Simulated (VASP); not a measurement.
Computed with HSE06 screened hybrid, VASP's PBE PAW potentials (set 64) (plane waves; VASP 6.6.1).

Input for VASP

### POSCAR
```
Al33As32
1.0
 11.4648462108   0.0000000000   0.0000000000
  0.0000000000  11.4648462108   0.0000000000
  0.0000000000   0.0000000000  11.4648462108
Al As
33 32
Cartesian
  5.7249921286  11.4469408485  11.4447751047
  8.6255838729   2.8670996564  11.4429122689
  8.6236404461  11.4457150696   2.8727194546
 11.4618768007   0.0047745730   0.0011153037
  2.8505776711   2.8422544943  11.4627405267
  5.7462116042   5.7529015094  11.4631794045
  8.5982470683   8.5922886135   0.0027722342
  2.8481613412  11.4600024233   2.8486598809
  5.8357821346   2.7411748622   2.7652707256
  8.6054940928   5.7533759568   2.8516737528
  5.7467839259  11.4599178586   5.7513128898
  8.6068881241   2.8426238870   5.7526439378
  8.5979085550   0.0063589575   8.5976864523
 11.4363737708   5.7295492009  11.4413227712
  2.8742157408   8.6187691729  11.4412035551
 11.4566306820   2.8426133336   2.8512215151
  2.7508597051   5.8557868249   2.7547620693
  5.7482699557   8.5977160006   2.8496086118
 11.4408848278  11.4477196177   5.7291702304
  2.7706180158   2.7471942688   5.8426909564
  5.8419006788   5.8561734791   5.8537436528
  8.6268571965   8.6191025098   5.7280894302
  2.8723420284  11.4471531901   8.6229866920
  5.7482182137   2.8428528652   8.6093193834
  8.6261668890   5.7305584238   8.6268683874
 11.4355228190   8.6187857602   2.8739453940
 11.4560814517   5.7536711147   5.7520000113
  2.8493004219   8.5983582143   5.7531978493
 11.4394776292   2.8665350666   8.6245780619
  2.8496593507   5.7550040693   8.6095148728
  5.7248596971   8.6184049336   8.6268539325
 11.4632951065   8.5934912713   8.5988135647
  4.3018149630   4.3156222653   4.2986457298
  7.2412105019   1.3594123830   1.3599623276
 10.0314897671   4.2985640233   1.4360310284
 10.0313061942   1.4328666070   4.3009174020
  1.4272514968   1.4274678992   1.4306516870
  4.2976283910   4.2990102535   1.4450703557
  7.1693083543   7.1677370593   1.4306243285
 10.0302005428  10.0318144974   1.4261269319
  4.2978153883   1.4312115040   4.3009965587
  7.1579875730   4.2998889766   4.3040062264
 10.0311769269   7.1640464943   4.3012820150
  7.1670566264   1.4289969234   7.1698003051
 10.0314953470   4.2986917589   7.1676311562
 10.0307974749   1.4248372490  10.0321383689
  1.3515814161   7.2448078083   1.3547702300
  4.2996745656  10.0304149423   1.4348688668
  1.4394309710   4.2988119231   4.3014502525
  4.2990993445   7.1596435703   4.3019141924
  7.1653788814  10.0303117679   4.3001614777
  1.3595208072   1.3613470230   7.2407830064
  4.3008787368   4.3007115988   7.1654739330
  7.2466140043   7.2453158180   7.2476954270
 10.0326051888  10.0331399712   7.1744960413
  4.2987673443   1.4330130338  10.0343593401
  7.1653351224   4.2992632906  10.0350077929
 10.0316730028   7.1744544491  10.0334710025
  1.4320505198  10.0299264688   4.3012078707
  1.4277515923   7.1680321495   7.1719201987
  4.2986221478  10.0302444704   7.1679204567
  1.4330752214   4.2980246734  10.0349515384
  4.2999280282   7.1642035639  10.0345463879
  7.1729054108  10.0327848934  10.0344124349
  1.4251412566  10.0320674279  10.0323117759
```

INCAR:
```
SYSTEM = Al33As32
PREC = Normal; ENCUT = 400; LREAL = Auto
LASPH = T; ISYM = 0; NELECT = 260.0
EDIFF = 1E-5; NELM = 50; NELMIN = 4
ALGO = Normal; LMAXMIX = 4
ISMEAR = 0; SIGMA = 0.05
GGA = PE; LHFCALC = T; AEXX = 0.25
HFSCREEN = 0.2; PRECFOCK = Fast
ISIF = 0
LWAVE = F; LCHARG = F
```

File KPOINTS:
```
Automatic mesh
0
Gamma
1 1 1
0 0 0
```

POTCAR, in this order: Al As (PBE.64 set). Program: vasp_gam. Read from the step before: WAVECAR.

The run wrote:

File OSZICAR:
```
       N       E                     dE             d eps       ncg     rms          rms(c)
DAV:   1    -0.344249918109E+03   -0.34425E+03   -0.22513E+01   382   0.996E+00    0.450E+01
DAV:   2    -0.344443422377E+03   -0.19350E+00   -0.74071E-01   385   0.187E+00    0.343E+01
DAV:   3    -0.344412697573E+03    0.30725E-01   -0.26132E-02   380   0.331E-01    0.211E+01
DAV:   4    -0.344398426505E+03    0.14271E-01   -0.98080E-03   364   0.179E-01    0.126E+01
DAV:   5    -0.344394042764E+03    0.43837E-02   -0.35720E-03   369   0.103E-01    0.748E+00
DAV:   6    -0.344392685458E+03    0.13573E-02   -0.97768E-04   353   0.556E-02    0.439E+00
DAV:   7    -0.344392267869E+03    0.41759E-03   -0.29368E-04   361   0.327E-02    0.255E+00
DAV:   8    -0.344392159260E+03    0.10861E-03   -0.10895E-04   353   0.203E-02    0.146E+00
DAV:   9    -0.344392147110E+03    0.12150E-04   -0.46385E-05   305   0.124E-02    0.826E-01
DAV:  10    -0.344392159658E+03   -0.12548E-04   -0.28620E-05   217   0.842E-03    0.480E-01
DAV:  11    -0.344392172888E+03   -0.13230E-04   -0.20875E-05   193   0.652E-03    0.271E-01
DAV:  12    -0.344392181862E+03   -0.89744E-05   -0.12957E-05   201   0.485E-03
   1 F= -.34439218E+03 E0= -.34438997E+03  d E =-.442704E-02
```

File OUTCAR:
```
------------------------ aborting loop because EDIFF is reached ----------------------------------------
  volume of cell :     1506.97
      direct lattice vectors                 reciprocal lattice vectors
    11.464846211  0.000000000  0.000000000     0.087223150  0.000000000  0.000000000
     0.000000000 11.464846211  0.000000000     0.000000000  0.087223150  0.000000000
     0.000000000  0.000000000 11.464846211     0.000000000  0.000000000  0.087223150
  FREE ENERGIE OF THE ION-ELECTRON SYSTEM (eV)
  ---------------------------------------------------
  free  energy   TOTEN  =      -344.3921818621 eV

  energy  without entropy=     -344.3877548232  energy(sigma->0) =     -344.38996834

  exchange ACFDT corr.  =         0.00000000  see jH, gK, PRB 81, 115126
```
(Selected blocks of OUTCAR.)

The cell is charged, with a uniform compensating background. The supercell is sampled at Γ alone, which is coarse: total energies, pressure and levels can be off, energies of defects by several tenths of an eV.

The cell is a supercell with a defect, built from AlAs (zinc blende): Al_i, charge -1. The cell's shape comes from a PBE relaxation. The run is not spin-polarised, so no state with unpaired spins was tried.
